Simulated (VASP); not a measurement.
These are optB86b-vdW, VASP's PBE PAW potentials (set 64) (plane waves; VASP) values and carry that method's errors.

VASP ran on this input.

File POSCAR:
```
AlN
1.0
  1.5607488033  -2.7032962192   0.0000000000
  1.5607488033   2.7032962192   0.0000000000
  0.0000000000   0.0000000000   4.9986472234
Al N
2 2
Cart
  1.5607488033  -0.9011005419   2.4995921790
  1.5607488033   0.9011005419   0.0002685673
  1.5607488033  -0.9011005419   4.4085382837
  1.5607488033   0.9011005419   1.9092146720
```

INCAR:
```
ENCUT=520   # plane-wave cut-off (eV)
NELM=100   # most electronic steps
LWAVE=.FALSE.
LORBIT=11
LCHARG=.FALSE.
LASPH=.TRUE.   # aspherical one-centre terms
PREC=Accurate
ALGO=Normal
SIGMA=0.05   # width (eV)
ISMEAR=0   # Gaussian
PARAM1=0.1234
LREAL=.FALSE.   # projection in real space or not
PARAM2=1.0
GGA=MK
EDIFF=1E-7
AGGAC=0.0
LUSE_VDW=.TRUE.
SYSTEM=AlN
ICHARG=11
```

**KPOINTS**
```
k-points along high-symmetry lines
10
Line-mode
Reciprocal
  0.000000   0.000000   0.000000 ! GAMMA
  0.000000   0.500000   0.000000 ! M

  0.000000   0.500000   0.000000 ! M
 -0.333333   0.666667   0.000000 ! K

 -0.333333   0.666667   0.000000 ! K
  0.000000   0.000000   0.000000 ! GAMMA

  0.000000   0.000000   0.000000 ! GAMMA
  0.000000   0.000000   0.500000 ! A

  0.000000   0.000000   0.500000 ! A
  0.000000   0.500000   0.500000 ! L

  0.000000   0.500000   0.500000 ! L
 -0.333333   0.666667   0.500000 ! H

 -0.333333   0.666667   0.500000 ! H
  0.000000   0.000000   0.500000 ! A

  0.000000   0.500000   0.500000 ! L
  0.000000   0.500000   0.000000 ! M

 -0.333333   0.666667   0.500000 ! H
 -0.333333   0.666667   0.000000 ! K
```

POTCAR, in this order: Al N (PBE.64 set). Program: vasp_std. Read from the step before: CHGCAR.

Output of the run:

**OSZICAR**
```
       N       E                     dE             d eps       ncg     rms          rms(c)
DAV:   1     0.514880738499E+02    0.51488E+02   -0.73192E+03  2168   0.117E+03
DAV:   2    -0.208137916017E+02   -0.72302E+02   -0.65052E+02  3212   0.207E+02
DAV:   3    -0.243559934299E+02   -0.35422E+01   -0.35185E+01  2788   0.484E+01
DAV:   4    -0.243899230342E+02   -0.33930E-01   -0.33916E-01  2524   0.539E+00
DAV:   5    -0.243904658357E+02   -0.54280E-03   -0.54278E-03  2708   0.699E-01
DAV:   6    -0.243904793711E+02   -0.13535E-04   -0.13535E-04  2560   0.112E-01
DAV:   7    -0.243904797763E+02   -0.40520E-06   -0.40517E-06  2680   0.195E-02
DAV:   8    -0.243904797885E+02   -0.12201E-07   -0.12207E-07  2032   0.347E-03
   1 F= -.24390480E+02 E0= -.24390480E+02  d E =-.323709E-11
```

OUTCAR:
```
 val. band max:        6.0032521968   @ k =  -0.0000   0.0000   0.0000

 cond. band min:      10.1923404589   @ k =   0.0000   0.0000   0.0000



 k-point     1 :       0.0000    0.0000    0.0000
  band No.  band energies     occupation
      1      -9.0783      2.00000
      2      -6.9568      2.00000
      3       0.0691      2.00000
      4       5.1419      2.00000
      5       5.1419      2.00000
      6       5.7860      2.00000
      7       5.7860      2.00000
      8       6.0033      2.00000
      9      10.1923      0.00000
     10      12.6322      0.00000
     11      16.5594      0.00000
     12      17.0813      0.00000

 k-point     2 :       0.0000    0.0556    0.0000
  band No.  band energies     occupation
      1      -9.0393      2.00000
      2      -6.9344      2.00000
      3       0.1156      2.00000
      4       4.9552      2.00000
      5       5.0882      2.00000
      6       5.5922      2.00000
      7       5.7813      2.00000
      8       5.9873      2.00000
      9      10.3883      0.00000
     10      12.8027      0.00000
     11      16.3959      0.00000
     12      16.7881      0.00000

 k-point     3 :       0.0000    0.1111    0.0000
  band No.  band energies     occupation
      1      -8.9233      2.00000
      2      -6.8699      2.00000
      3       0.2540      2.00000
      4       4.4464      2.00000
      5       4.9462      2.00000
      6       5.1164      2.00000
      7       5.7582      2.00000
      8       5.9329      2.00000
      9      10.8706      0.00000
     10      13.2346      0.00000
     11      15.9155      0.00000
     12      16.1770      0.00000

 k-point     4 :       0.0000    0.1667    0.0000
  band No.  band energies     occupation
      1      -8.7352      2.00000
      2      -6.7711      2.00000
      3       0.4811      2.00000
      4       3.7396      2.00000
      5       4.5130      2.00000
      6       4.7534      2.00000
      7       5.7064      2.00000
...
```

The density is held fixed in this step, so its total energy and stress have no physical meaning.

The compound is AlN in the wurtzite structure. It was relaxed first.
